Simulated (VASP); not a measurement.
Consider the following.

```
CELL_PARAMETERS angstrom
      2.16688    -3.75314     0.00000
      2.16688     3.75314     0.00000
      0.00000     0.00000     7.06540
ATOMIC_POSITIONS crystal
  Cd 0.66667 0.33333 0.50002
  Cd 0.33333 0.66667 0.00002
  Se 0.66667 0.33333 0.87598
  Se 0.33333 0.66667 0.37598
```

Computed with vdW-DF-cx, VASP's PBE PAW potentials (set 64) (plane waves; VASP). Run with 520 eV cut-off, Gaussian smearing of 0.050 eV, potentials Cd Se.

Question: Predict the band gap (along the path) with the smallest direct gap where there is one.

Answer: 
| Property | Result |
|---|---|
| band gap (along the path) | 0.52 eV |
| smallest direct gap (along the path) | 0.52 eV |

Total energies compare only between runs with the same potentials, cut-off and functional.

The compound is CdSe in the wurtzite structure. It was relaxed first.
